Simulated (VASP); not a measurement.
A convergence study with VASP on RbBr (rock salt): one setting is varied, all else stays as given below, so the limit is that of these other settings. ε∞ is the independent-particle value.

```xyz
2
Lattice="0.0000 3.4450 3.4450 3.4450 0.0000 3.4450 3.4450 3.4450 0.0000" Properties=species:S:1:pos:R:3 pbc="T T T"
Rb     0.0000     0.0000     0.0000
Br     3.4450     3.4450     3.4450
```

All values below come from PBE GGA, VASP's PBE PAW potentials (set 64) (plane waves; VASP 6.6.1). The tightest run used: 550 eV cut-off, 6×6×6 Γ-centred mesh, Gaussian smearing of 0.050 eV, potentials Rb_sv Br.

The reference is NBANDS = 136, which took about 2 core-minutes. Costs are core time on shared hosts, one run each; read them as rough ratios.

Q: Of the settings NBANDS = 9; NBANDS = 10; NBANDS = 12; NBANDS = 16; NBANDS = 24; NBANDS = 40; NBANDS = 72; NBANDS = 136, which is the lowest that keeps the difference from the reference in mean ε∞ within 0.1 from there on, and what does it cost?

A: NBANDS = 24; its cost over the reference is about 1/5.
| setting | difference in mean ε∞ | cost over the reference |
|---|---|---|
| NBANDS = 9 | 1.30 | about 1/10 |
| NBANDS = 10 | 1.03 | about 1/10 |
| NBANDS = 12 | 0.65 | about 1/8 |
| NBANDS = 16 | 0.25 | about 1/7 |
| NBANDS = 24 | 0.04 | about 1/5 |
| NBANDS = 40 | 0.01 | about 1/3 |
| NBANDS = 72 | 0.00 | within a factor of 2 |
| NBANDS = 136 | 0.00 | reference |

Left out are rungs that failed or repeat a setting and relaxations that didn't move; long series are thinned to 24 rows.

The compound is RbBr in the rock salt structure. The cell was not relaxed at this level.
